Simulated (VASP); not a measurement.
# TePt with r2SCAN + rVV10: from relaxation to properties, part 5 of 7

Aim: relax TePt with r2SCAN + rVV10, compute its properties on that cell and hold them against experiment. The start is a cell from a database of measured crystal structures.

VASP 6.6.1; r2SCAN with rVV10; plane waves and PAW (Te, Pt).

So far. Step 4 (Density, ELF and potential (r2SCAN + rVV10)): In this run the pressure is 0.05 GPa, small enough to go on. Step 5 (Bands along the symmetry lines (r2SCAN + rVV10)): There is no gap at this level.

The database entry behind the starting cell differs from later determinations by our own check (c about 0.8 % long), so it need not match the best structure at ambient conditions.

### 6. Total and projected DOS (r2SCAN + rVV10)

Here the states are counted by energy and projected on the atoms. The mesh is finer than in the run before.

INCAR

```
SYSTEM = TePt
PREC = Accurate
ENCUT = 400
EDIFF = 1E-06
NELM = 100
ISMEAR = -5
SIGMA = 0.05
LREAL = .FALSE.
ALGO = Normal
METAGGA = R2SCAN
LUSE_VDW = .TRUE.
IVDW_NL = 2
BPARAM = 11.95
CPARAM = 0.0093
LASPH = .TRUE.
NBANDS = 30
LORBIT = 11
LWAVE = .FALSE.
LCHARG = .FALSE.
KPAR = 4
NEDOS = 2001
```

POSCAR

```
TePt
1.0
   -3.9730888197      0.0000000000      0.0000000000
    1.9865444098     -3.4407958493      0.0000000000
    1.9865444098      1.1469319498      6.7537691630
Te Pt
2 2
Direct
    0.1943745804      0.0971872902      0.2915618707
    0.8056254196      0.9028127098      0.7084381293
    0.7394207909      0.3697103955      0.1091311864
    0.2605792091      0.6302896045      0.8908688136
```

KPOINTS

```
Automatic mesh
0
Gamma
9 9 9
0 0 0
```

Potentials, in the order of the species: Te and Pt (PBE family, release 64).

Launch:

```
> mpirun -np 4 vasp_std
```

Log:

```text
[... set-up lines as in an earlier step ...]
 entering main loop
       N       E                     dE             d eps       ncg     rms          rms(c)
Total rVV10 correction in eV:      0.7033702    43.2549020
Total rVV10 correction in eV:      0.7033702    43.2549020
Total rVV10 correction in eV:      0.7033702    43.2549020
Total rVV10 correction in eV:      0.7033702    43.2549020
DAV:   1    -0.312171568099E+01   -0.31217E+01   -0.11972E+04  5100   0.784E+02
DAV:   2    -0.157420496016E+03   -0.15430E+03   -0.14321E+03  5846   0.183E+02
DAV:   3    -0.163215161022E+03   -0.57947E+01   -0.57201E+01  6204   0.338E+01
DAV:   4    -0.163275747918E+03   -0.60587E-01   -0.60565E-01  5834   0.389E+00
DAV:   5    -0.163277159808E+03   -0.14119E-02   -0.14119E-02  6070   0.583E-01    0.156E+01
Total rVV10 correction in eV:      0.6805159    43.2549019
Total rVV10 correction in eV:      0.6805159    43.2549019
Total rVV10 correction in eV:      0.6805159    43.2549019
Total rVV10 correction in eV:      0.6805159    43.2549019
DAV:   6    -0.154836377850E+03    0.84408E+01   -0.40256E+00  5736   0.137E+01    0.950E+00
Total rVV10 correction in eV:      0.6836547    43.2549019
Total rVV10 correction in eV:      0.6836547    43.2549019
Total rVV10 correction in eV:      0.6836547    43.2549019
Total rVV10 correction in eV:      0.6836547    43.2549019
DAV:   7    -0.154717748608E+03    0.11863E+00   -0.40290E-01  5622   0.616E+00    0.428E+00
Total rVV10 correction in eV:      0.6820373    43.2549019
Total rVV10 correction in eV:      0.6820373    43.2549019
Total rVV10 correction in eV:      0.6820373    43.2549019
Total rVV10 correction in eV:      0.6820373    43.2549019
DAV:   8    -0.154710145572E+03    0.76030E-02   -0.76805E-02  5934   0.171E+00    0.112E+00
Total rVV10 correction in eV:      0.6818684    43.2549019
Total rVV10 correction in eV:      0.6818684    43.2549019
Total rVV10 correction in eV:      0.6818684    43.2549019
Total rVV10 correction in eV:      0.6818684    43.2549019
DAV:   9    -0.154704858771E+03    0.52868E-02   -0.22373E-02  5682   0.114E+00    0.251E-01
Total rVV10 correction in eV:      0.6822270    43.2549019
Total rVV10 correction in eV:      0.6822270    43.2549019
Total rVV10 correction in eV:      0.6822270    43.2549019
Total rVV10 correction in eV:      0.6822270    43.2549019
DAV:  10    -0.154705641707E+03   -0.78294E-03   -0.32220E-03  5988   0.240E-01    0.310E-01
Total rVV10 correction in eV:      0.6822124    43.2549019
Total rVV10 correction in eV:      0.6822124    43.2549019
Total rVV10 correction in eV:      0.6822124    43.2549019
Total rVV10 correction in eV:      0.6822124    43.2549019
DAV:  11    -0.154705659681E+03   -0.17974E-04   -0.44878E-05  5814   0.344E-02    0.207E-01
Total rVV10 correction in eV:      0.6823701    43.2549019
Total rVV10 correction in eV:      0.6823701    43.2549019
Total rVV10 correction in eV:      0.6823701    43.2549019
Total rVV10 correction in eV:      0.6823701    43.2549019
DAV:  12    -0.154705621877E+03    0.37804E-04   -0.14743E-04  5886   0.750E-02    0.149E-01
Total rVV10 correction in eV:      0.6824472    43.2549019
Total rVV10 correction in eV:      0.6824472    43.2549019
Total rVV10 correction in eV:      0.6824472    43.2549019
Total rVV10 correction in eV:      0.6824472    43.2549019
DAV:  13    -0.154705629929E+03   -0.80517E-05   -0.15362E-05  5706   0.191E-02    0.813E-02
Total rVV10 correction in eV:      0.6824382    43.2549019
Total rVV10 correction in eV:      0.6824382    43.2549019
Total rVV10 correction in eV:      0.6824382    43.2549019
Total rVV10 correction in eV:      0.6824382    43.2549019
DAV:  14    -0.154705629400E+03    0.52846E-06   -0.36724E-07  3916   0.339E-03
Total rVV10 correction in eV:      0.6825775    43.2549019
Total rVV10 correction in eV:      0.6825775    43.2549019
Total rVV10 correction in eV:      0.6825775    43.2549019
Total rVV10 correction in eV:      0.6825775    43.2549019
Total rVV10 correction in eV:      0.6825020    43.2549019
Total rVV10 correction in eV:      0.6825020    43.2549019
Total rVV10 correction in eV:      0.6825020    43.2549019
Total rVV10 correction in eV:      0.6825020    43.2549019
   1 F= -.15470563E+03 E0= -.15470563E+03  d E =0.000000E+00
 -----------------------------------------------------------------------------
|                                                                             |
|           W    W    AA    RRRRR   N    N  II  N    N   GGGG   !!!           |
|           W    W   A  A   R    R  NN   N  II  NN   N  G    G  !!!           |
|           W    W  A    A  R    R  N N  N  II  N N  N  G       !!!           |
|           W WW W  AAAAAA  RRRRR   N  N N  II  N  N N  G  GGG   !            |
|           WW  WW  A    A  R   R   N   NN  II  N   NN  G    G                |
|           W    W  A    A  R    R  N    N  II  N    N   GGGG   !!!           |
|                                                                             |
|     Tetrahedron method does not include variations of the Fermi             |
|     occupations, so forces and stress will be inaccurate. We suggest        |
|     using a different smearing scheme ISMEAR = 1 or 2 for metals in         |
|     relaxations.                                                            |
|                                                                             |
 -----------------------------------------------------------------------------
```

Wall time 2.7 min (4 MPI ranks of Intel Xeon Platinum 8375C at 2.90GHz (Ice Lake), shared host); peak memory 1.7 GiB.

From OUTCAR (step 6):

```text
   k-points           NKPTS =     85   k-points in BZ     NKDIM =     85   number of bands    NBANDS=     30

   NELECT =      32.0000    total number of electrons

 E-fermi :   7.9901

 k-point     1 :       0.0000    0.0000    0.0000
  band No.  band energies     occupation
    ...
      9       4.8627      2.00000
     10       4.8627      2.00000
     11       5.9113      2.00000
     12       5.9113      2.00000
     13       6.1925      2.00000
     14       8.7532     -0.03203
     15       8.7532      0.00000
     16       8.8089      0.00000
     17       9.4484      0.00000
     18      10.9556      0.00000
    ...

  Total       -0.0395635     -0.0395635      0.1294712     -0.0000000      0.0000000     -0.0000000
  in kB       -0.6865503     -0.6865503      2.2467273     -0.0000000      0.0000000     -0.0000000
  external PRESSURE =       0.2912089 kB  Pullay stress =       0.0000000 kB

 POSITION                                       TOTAL-FORCE (eV/Angst)
 -----------------------------------------------------------------------------------
      0.00000      0.00000      1.96914         0.000000     -0.000000     -0.008625
     -0.00000     -2.29386      4.78463        -0.000000      0.000000      0.008625
     -1.98654     -1.14693      0.73705        -0.000000      0.000000      0.052288
      1.98654     -1.14693      6.01672         0.000000     -0.000000     -0.052288
 -----------------------------------------------------------------------------------
    total drift:                               -0.000000      0.000000     -0.000000

  FREE ENERGIE OF THE ION-ELECTRON SYSTEM (eV)
  ---------------------------------------------------
  free  energy   TOTEN  =      -154.7056294003 eV

  energy  without entropy=     -154.7056294003  energy(sigma->0) =     -154.70562940

[... 6 parts as in an earlier step ...]

[... 10 further parts left out ...]
```

With tetrahedra the forces and stress of a metal are not exact derivatives of the energy.

Numbers from this step:

| Property | Result |
| --- | --- |
| irreducible k points | 85 |
| free energy (TOTEN) | -154.7056 eV |
| Fermi energy | 7.990 eV |
| pressure | 0.02912 GPa |
| DOS at the Fermi level | 2.034 states/eV/cell |

The density of states has structure finer than the step of the table below, so its rows give means over 0.5 eV, whole bins alone (the curve runs from -12.0 to 5.15 eV). Peaks (eV: height): total -2.83: 8.40, -2.60: 9.14, -2.07: 7.71, -1.76: 7.11; Pt d -5.14: 4.07, -2.83: 6.42, -2.60: 7.01, -2.07: 5.87; Te p -6.44: 0.883, -5.21: 1.04, -4.83: 0.815, -3.68: 0.766; Pt p -4.06: 0.293, -3.68: 0.239, -0.84: 0.283, -0.22: 0.258; Pt s -6.44: 1.26, -1.76: 0.279, 3.39: 0.308, 5.00: 0.504.

States under -12.0 eV and over 5.2 eV are left out. Table of density of states by energy, zero at the Fermi level; means over each step; values in states/eV/cell:

```csv
energy (eV),total,Pt d,Te p,Pt p,Pt s,Te s,Te d
-11.5,0.706,0.0550,0.00299,0.0190,0.0103,0.469,1.2e-4
-11.0,0,0,0,0,0,0,0
-10.5,0,0,0,0,0,0,0
-10.0,0,0,0,0,0,0,0
-9.5,0,0,0,0,0,0,0
-9.0,0,0,0,0,0,0,0
-8.5,0,0,0,0,0,0,0
-8.0,0,0,0,0,0,0,0
-7.5,0,0,0,0,0,0,0
-7.0,0.165,0.0174,0.0339,0.00506,0.0444,0.00266,4.9e-4
-6.5,3.41,0.622,0.650,0.0801,0.852,0.0754,0.0148
-6.0,3.38,1.34,0.644,0.0604,0.296,0.0468,0.0121
-5.5,4.01,2.34,0.653,0.0725,0.116,0.0292,0.0193
-5.0,5.51,3.14,0.803,0.157,0.177,0.0469,0.0343
-4.5,4.54,2.72,0.601,0.139,0.135,0.0527,0.0294
-4.0,4.76,2.92,0.522,0.207,0.141,0.0439,0.0323
-3.5,4.67,2.96,0.569,0.173,0.0510,0.0504,0.0324
-3.0,3.93,2.83,0.306,0.105,0.0537,0.0279,0.0249
-2.5,5.95,4.49,0.371,0.134,0.118,0.0215,0.0393
-2.0,6.63,4.97,0.401,0.150,0.160,0.0762,0.0506
-1.5,3.56,1.89,0.540,0.228,0.114,0.0554,0.0220
-1.0,2.34,0.845,0.548,0.259,0.0442,0.0296,0.0141
-0.5,1.97,0.629,0.522,0.226,0.0293,0.0272,0.0133
0.0,1.97,0.548,0.590,0.231,0.0226,0.0252,0.0148
0.5,1.47,0.377,0.485,0.161,0.0161,0.0197,0.0112
1.0,1.04,0.290,0.345,0.0939,0.0125,0.0178,0.00877
1.5,1.47,0.672,0.339,0.0501,0.0217,0.0374,0.0194
2.0,2.37,1.02,0.631,0.0617,0.0383,0.0396,0.0341
2.5,1.37,0.463,0.312,0.0538,0.105,0.0244,0.0380
3.0,1.43,0.326,0.273,0.0937,0.204,0.0344,0.0531
3.5,1.57,0.333,0.336,0.102,0.242,0.0326,0.0551
4.0,0.536,0.104,0.0972,0.0371,0.0915,0.00714,0.0279
4.5,0.833,0.132,0.104,0.0584,0.163,0.0312,0.0613
```

Force by atom:

```csv
atom,x (eV/Å),y (eV/Å),z (eV/Å),size
Te1,0.0000,0.0000,-0.0086,0.0086
Te2,0.0000,0.0000,0.0086,0.0086
Pt3,0.0000,0.0000,0.0523,0.0523
Pt4,0.0000,0.0000,-0.0523,0.0523
```

The finer mesh and the other smearing move the Fermi level by -0.03 eV from the 6×6×6 run, a small shift, which tests the Fermi level alone. Of the states within 0.3 eV of the Fermi level, the largest shares in the PAW spheres are Te p 30 %, Pt d 28 % and Pt p 12 %. The rest lies in smaller channels or between the spheres.

### 7. Optical spectrum (r2SCAN + rVV10)

LOPTICS sums transitions from filled to empty bands. NBANDS is raised for it.

Edit INCAR of step 6 so:

```diff
@@ -5,3 +5,3 @@
 NELM = 100
-ISMEAR = -5
+ISMEAR = 0
 SIGMA = 0.05
@@ -15,3 +15,3 @@
 LASPH = .TRUE.
-NBANDS = 30
+NBANDS = 48
 LORBIT = 11
@@ -20,2 +20,4 @@
 KPAR = 4
-NEDOS = 2001
+LOPTICS = .TRUE.
+NEDOS = 1500
+CSHIFT = 0.1
```

POSCAR is that of step 6.

KPOINTS is that of step 6.

Launch:

```
> mpirun -np 4 vasp_std
```

Log:

```text
[... set-up lines as in an earlier step ...]
 entering main loop
       N       E                     dE             d eps       ncg     rms          rms(c)
Total rVV10 correction in eV:      0.7033702    43.2549020
Total rVV10 correction in eV:      0.7033702    43.2549020
Total rVV10 correction in eV:      0.7033702    43.2549020
Total rVV10 correction in eV:      0.7033702    43.2549020
DAV:   1     0.337929234035E+01    0.33793E+01   -0.10921E+04  8160   0.491E+02
DAV:   2    -0.157361792393E+03   -0.16074E+03   -0.14673E+03  9800   0.137E+02
DAV:   3    -0.163223266619E+03   -0.58615E+01   -0.57890E+01  9920   0.249E+01
DAV:   4    -0.163280045624E+03   -0.56779E-01   -0.56766E-01  9632   0.262E+00
DAV:   5    -0.163281148200E+03   -0.11026E-02   -0.11026E-02  9952   0.380E-01    0.156E+01
Total rVV10 correction in eV:      0.6805399    43.2549019
Total rVV10 correction in eV:      0.6805399    43.2549019
Total rVV10 correction in eV:      0.6805399    43.2549019
Total rVV10 correction in eV:      0.6805399    43.2549019
DAV:   6    -0.154845000239E+03    0.84361E+01   -0.26396E+00  9232   0.856E+00    0.927E+00
Total rVV10 correction in eV:      0.6836804    43.2549019
Total rVV10 correction in eV:      0.6836804    43.2549019
Total rVV10 correction in eV:      0.6836804    43.2549019
Total rVV10 correction in eV:      0.6836804    43.2549019
DAV:   7    -0.154728318298E+03    0.11668E+00   -0.24185E-01  9184   0.381E+00    0.437E+00
Total rVV10 correction in eV:      0.6821187    43.2549019
Total rVV10 correction in eV:      0.6821187    43.2549019
Total rVV10 correction in eV:      0.6821187    43.2549019
Total rVV10 correction in eV:      0.6821187    43.2549019
DAV:   8    -0.154714584056E+03    0.13734E-01   -0.58162E-02  9656   0.114E+00    0.103E+00
Total rVV10 correction in eV:      0.6819439    43.2549019
Total rVV10 correction in eV:      0.6819439    43.2549019
Total rVV10 correction in eV:      0.6819439    43.2549019
Total rVV10 correction in eV:      0.6819439    43.2549019
DAV:   9    -0.154711494841E+03    0.30892E-02   -0.13807E-02  9672   0.640E-01    0.268E-01
Total rVV10 correction in eV:      0.6821771    43.2549019
Total rVV10 correction in eV:      0.6821771    43.2549019
Total rVV10 correction in eV:      0.6821771    43.2549019
Total rVV10 correction in eV:      0.6821771    43.2549019
DAV:  10    -0.154712093645E+03   -0.59880E-03   -0.19868E-03 10080   0.131E-01    0.311E-01
Total rVV10 correction in eV:      0.6821777    43.2549019
Total rVV10 correction in eV:      0.6821777    43.2549019
Total rVV10 correction in eV:      0.6821777    43.2549019
Total rVV10 correction in eV:      0.6821777    43.2549019
DAV:  11    -0.154712068751E+03    0.24894E-04   -0.29499E-05  9456   0.270E-02    0.220E-01
Total rVV10 correction in eV:      0.6823705    43.2549019
Total rVV10 correction in eV:      0.6823705    43.2549019
Total rVV10 correction in eV:      0.6823705    43.2549019
Total rVV10 correction in eV:      0.6823705    43.2549019
DAV:  12    -0.154712089124E+03   -0.20373E-04   -0.12944E-04  9512   0.394E-02    0.215E-01
Total rVV10 correction in eV:      0.6824213    43.2549019
Total rVV10 correction in eV:      0.6824213    43.2549019
Total rVV10 correction in eV:      0.6824213    43.2549019
Total rVV10 correction in eV:      0.6824213    43.2549019
DAV:  13    -0.154712097859E+03   -0.87350E-05   -0.10529E-05  9248   0.118E-02    0.103E-01
Total rVV10 correction in eV:      0.6824128    43.2549019
Total rVV10 correction in eV:      0.6824128    43.2549019
Total rVV10 correction in eV:      0.6824128    43.2549019
Total rVV10 correction in eV:      0.6824128    43.2549019
DAV:  14    -0.154712097529E+03    0.33006E-06   -0.70702E-07  8128   0.290E-03
Total rVV10 correction in eV:      0.6825572    43.2549019
Total rVV10 correction in eV:      0.6825572    43.2549019
Total rVV10 correction in eV:      0.6825572    43.2549019
Total rVV10 correction in eV:      0.6825572    43.2549019
Total rVV10 correction in eV:      0.6824644    43.2549019
Total rVV10 correction in eV:      0.6824644    43.2549019
Total rVV10 correction in eV:      0.6824644    43.2549019
Total rVV10 correction in eV:      0.6824644    43.2549019
   1 F= -.15471210E+03 E0= -.15471109E+03  d E =-.201324E-02
 optical routines
 imaginary and real dielectric function
 direction            1
 direction            2
 direction            3
```

Run time: 4 min. Hardware: 4 MPI ranks; peak memory 2.1 GiB; 16 min of CPU time.

Parts of OUTCAR (step 7):

```text
   k-points           NKPTS =     85   k-points in BZ     NKDIM =     85   number of bands    NBANDS=     48

   NELECT =      32.0000    total number of electrons

 E-fermi :   7.9980

 k-point     1 :       0.0000    0.0000    0.0000
  band No.  band energies     occupation
    ...
      9       4.8624      2.00000
     10       4.8624      2.00000
     11       5.9113      2.00000
     12       5.9113      2.00000
     13       6.1928      2.00000
     14       8.7529      0.00000
     15       8.7529      0.00000
     16       8.8095      0.00000
     17       9.4485      0.00000
     18      10.9550      0.00000
    ...

  Total       -0.0799845     -0.0799845      0.1810319     -0.0000000      0.0000000     -0.0000000
  in kB       -1.3879799     -1.3879799      3.1414661     -0.0000000      0.0000000     -0.0000000
  external PRESSURE =       0.1218354 kB  Pullay stress =       0.0000000 kB

 POSITION                                       TOTAL-FORCE (eV/Angst)
 -----------------------------------------------------------------------------------
      0.00000      0.00000      1.96914         0.000000     -0.000000     -0.003977
     -0.00000     -2.29386      4.78463        -0.000000      0.000000      0.003977
     -1.98654     -1.14693      0.73705        -0.000000      0.000000      0.082698
      1.98654     -1.14693      6.01672         0.000000     -0.000000     -0.082698
 -----------------------------------------------------------------------------------
    total drift:                               -0.000000      0.000000     -0.000000

  FREE ENERGIE OF THE ION-ELECTRON SYSTEM (eV)
  ---------------------------------------------------
  free  energy   TOTEN  =      -154.7120975291 eV

  energy  without entropy=     -154.7100842923  energy(sigma->0) =     -154.71109091

 plasma frequency squared (from intraband transitions) (eV^2)
  --------------------------------------------------------------------------------------
      41.701       0.000      -0.000
       0.000      41.701       0.000
      -0.000       0.000      18.969

[... 7 parts as in an earlier step ...]

[... 9 further parts left out ...]
```

On this mesh force components of up to 0.08 eV/Å appear, so the relaxed positions are not converged with the sampling. These are independent-particle spectra without excitons or local fields, and fine structure depends on the mesh and on CSHIFT. The intraband (Drude) part is not in this spectrum.

Numbers from this step:

```
bands                   : 48
free energy (TOTEN)     : -154.7121 eV
energy at zero smearing : -154.7111 eV
Fermi energy            : 7.998 eV
pressure                : 0.01218 GPa
```

The imaginary dielectric function has structure finer than the step of the table below, so its rows give means over 1 eV, whole bins alone (the curve runs from 0 to 25.0 eV). Peaks (eV: height): xx 0.6: 30.4, 1.0: 27.3, 2.0: 25.3; zz 0.6: 18.6, 2.0: 23.0.

Table of imaginary dielectric function by photon energy; means over each step:

```csv
photon energy (eV),xx,zz
1,25.5,14.5
2,19.8,17.8
3,9.84,9.73
4,8.18,9.03
5,7.18,7.01
6,6.52,5.31
7,4.41,4.82
8,3.59,4.19
9,3.42,3.43
10,2.92,3.00
11,2.71,2.59
12,2.16,2.28
13,1.67,1.97
14,1.48,1.92
15,1.36,1.49
16,1.33,1.52
17,1.22,1.33
18,1.01,1.17
19,0.891,0.999
20,0.718,0.821
21,0.698,0.785
22,0.666,0.718
23,0.574,0.600
24,0.489,0.544
```

Table of real dielectric function by photon energy:

```csv
photon energy (eV),xx,zz
0.0,40.9,27.6
0.5,42.6,31.9
1.0,18.6,19.7
1.5,9.71,17.1
2.0,5.06,6.14
2.5,-1.35,1.88
3.0,0.703,2.77
3.5,1.04,2.84
4.0,1.59,2.53
4.5,0.111,0.680
5.0,2.10,0.206
5.5,-0.0903,-0.193
6.0,-1.17,0.622
6.5,-1.13,0.190
7.0,-1.10,0.459
7.5,-0.440,-0.0931
8.0,-0.707,-0.270
8.5,-0.0391,-0.268
9.0,-0.579,-0.334
9.5,-0.289,-0.158
10.0,-0.679,-0.598
10.5,-0.307,-0.219
11.0,-0.360,-0.350
11.5,-0.884,-0.434
12.0,-0.559,0.0949
12.5,-0.818,-0.434
13.0,-0.468,-0.0522
13.5,-0.447,-0.102
14.0,-0.266,-0.419
14.5,-0.228,-0.352
15.0,-0.224,-0.165
15.5,-0.0593,0.0158
16.0,-0.126,-0.234
16.5,-0.137,-0.134
17.0,-0.312,-0.257
17.5,-0.218,-0.199
18.0,-0.0814,-0.170
18.5,-0.124,-0.180
19.0,-0.229,-0.291
19.5,-0.134,-0.162
20.0,-0.00508,-0.0543
20.5,0.00248,-0.0571
21.0,0.0616,4.4e-5
21.5,0.0393,-0.0471
22.0,-0.00294,-0.125
22.5,0.0200,-0.0464
23.0,0.0299,-0.0247
23.5,0.0313,0.00240
24.0,0.00889,-0.0283
24.5,0.0371,-0.0170
```

Force by atom:

```csv
atom,x (eV/Å),y (eV/Å),z (eV/Å),size
Te1,0.0000,0.0000,-0.0040,0.0040
Te2,0.0000,0.0000,0.0040,0.0040
Pt3,0.0000,0.0000,0.0827,0.0827
Pt4,0.0000,0.0000,-0.0827,0.0827
```

[end of part 5 of 7]

[Lines on the potential files, build, host, timing and source positions are cut from VASP's logs without a mark.]

[Logs are printed without paths, hosts, clocks, repeated set-up lines and the standing remarks that a program may print on its own settings, such as how far it seeks lower states.]

[Hosts, paths, dates, database ids (printed as entryN), source tags and the programs' standing remarks are cut or masked in the printed files.]

[A measured line is paired with the nearest computed mode of its activity, which favours agreement.]
